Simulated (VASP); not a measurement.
An input for Ansatz (written as the equivalent of a VASP run, and not itself run):

Ansatz 0.2 input:
```yaml
crystal:
  lattice:
    - [1.8650000, -3.2302750, 0.0000000]
    - [1.8650000, 3.2302750, 0.0000000]
    - [0.0000000, 0.0000000, 5.0800000]
  atoms:
    - { symbol: Pt, position: [0.0000000, 0.0000000, 0.0000000] }
    - { symbol: Se, position: [0.3333330, 0.6666670, 0.2550000] }
    - { symbol: Se, position: [0.6666670, 0.3333330, 0.7450000] }
kpoints:
  mp_grid: { grid: [6, 6, 4] }
hamiltonian:
  xc: pbe
  pseudopotentials: { kind: paw }
scf:
  occupations: { method: gaussian, width: 0.05 }
  max_iter: 100
output: { forces: true, stress: true, eigenvalues: true }
```

Problem. Translate this input to VASP (INCAR, KPOINTS, POSCAR, choice of POTCAR).

Solution. One answer among several that fit: 
File POSCAR:
```
PtSe2
5.080
  0.3671259843  -0.6358809055   0.0000000000
  0.3671259843   0.6358809055   0.0000000000
  0.0000000000   0.0000000000   1.0000000000
Pt Se
1 2
Direct
  0.0000000000   0.0000000000   0.0000000000
  0.3333330000   0.6666670000   0.2550000000
  0.6666670000   0.3333330000   0.7450000000
```

**INCAR**
```
# general
SYSTEM =PtSe2
PREC   =Accurate
ENCUT  =300   # plane-wave cut-off (eV)
LREAL  =.FALSE.   # projection in real space or not
LASPH  =.TRUE.

# electronic loop
EDIFF  =1E-6   # SCF stop (eV)
NELM   =100   # most electronic steps
ALGO   =Normal
LMAXMIX=6   # l cut-off of mixed one-centre charges

# smearing
ISMEAR =0   # Gaussian
SIGMA  =0.05

# functional
GGA    =PE   # PBE

# ions
ISIF   =2   # forces and stress, cell fixed

# output
LWAVE  =.FALSE.
LCHARG =.FALSE.
```

KPOINTS:
```
Regular mesh
0
Gamma
 6 6 4
```

POTCAR, in this order: Pt Se (PBE.64 set). Program: vasp_std.

What does not carry over: each code has its own PAW files, so the cut-off isn't converted (ENCUT is set for VASP's; basis.ecutwfc is left out, and Ansatz then takes the one that its files recommend); Ansatz stops its SCF on the density residual and VASP on the energy change (EDIFF).

The compound is PtSe2 in the 1T layered structure. The cell was not relaxed at this level. The k-mesh is coarse (spacing up to 0.32 per Å, 2π included), so the numbers may not be converged in it. The run is one of a series of settings (ENCUT = 300 against the base run), some of them coarse on purpose.
